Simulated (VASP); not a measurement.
The system is MgSn2N2.

```
CELL_PARAMETERS angstrom
3.60000 0.00000 0.00000
-1.80000 3.11769 0.00000
0.00000 0.00000 7.90000
ATOMIC_POSITIONS crystal
Mg 0.00000 0.00000 0.00000
Sn 0.66667 0.33333 0.36000
Sn 0.33333 0.66667 0.64000
N 0.66667 0.33333 0.83000
N 0.33333 0.66667 0.17000
```

The cell was built by a generator and needn't be a form met in nature.

- Program: VASP 6.6.1
- Task: relaxation of cell and atoms
- Functional: PBE
- Potentials or basis: VASP PAW PBE potentials, release 64 (Mg, Sn_d, N)
- Cutoff: 520 eV
- k mesh: 5 × 5 × 2
- Occupations: gaussian, width 0.15 eV
- Spin: no spin polarisation

At the start: pressure -12.5 GPa; volume 17.73 Å³/atom.

Problem. Where does the relaxation end?

Solution. Over 23 steps the energy falls by 419.8 meV/atom and the volume is 15.95 Å³/atom (-10.0 %); space group P-3m1 (No. 164, to 0.05 Å).

The path:
| step | energy change (eV) | largest force (eV/Å) | pressure (GPa) | volume (Å³) |
| --- | --- | --- | --- | --- |
| 1 | 0.0000 | 3.3529 | -12.50 | 88.67 |
| 2 | -1.4479 | 0.7288 | 4.92 | 72.05 |
| 3 | -1.4531 | 0.9611 | 3.52 | 72.70 |
| 4 | -1.7429 | 0.5779 | 3.15 | 74.05 |
| 5 | -1.9435 | 0.9102 | 2.84 | 75.80 |
| 6 | -1.9508 | 1.0155 | 3.15 | 76.20 |
| 7 | -1.9811 | 0.9994 | -5.19 | 81.38 |
| 8 | -2.0167 | 0.5664 | -1.52 | 79.16 |
| 9 | -2.0683 | 0.2271 | -0.87 | 79.07 |
| 10 | -2.0717 | 0.1018 | -0.98 | 79.04 |
| 11 | -2.0789 | 0.0792 | 2.12 | 77.58 |
| 12 | -2.0797 | 0.0726 | 0.51 | 77.98 |
| 13 | -2.0797 | 0.0735 | 1.21 | 77.87 |
| 14 | -2.0851 | 0.1474 | 1.04 | 77.98 |
| 15 | -2.0851 | 0.1665 | 0.96 | 77.99 |
| 16 | -2.0909 | 0.1764 | 0.39 | 78.84 |
| 17 | -2.0920 | 0.2092 | -0.77 | 80.32 |
| 18 | -2.0949 | 0.1218 | -1.01 | 80.52 |
| 19 | -2.0948 | 0.1212 | -0.95 | 80.52 |
| 20 | -2.0980 | 0.1459 | 0.52 | 79.89 |
| 21 | -2.0979 | 0.1471 | -0.13 | 79.95 |
| 22 | -2.0980 | 0.1510 | -0.21 | 79.91 |
| 23 | -2.0990 | 0.0778 | 0.16 | 79.77 |

Final structure:
```
CELL_PARAMETERS angstrom
3.25747 0.00000 0.00000
-1.62874 2.82105 0.00000
0.00000 0.00000 8.68035
ATOMIC_POSITIONS crystal
Mg 0.00000 0.00000 0.00000
Sn 0.66667 0.33333 0.30243
Sn 0.33333 0.66667 0.69757
N 0.66667 0.33333 0.84739
N 0.33333 0.66667 0.15261
```
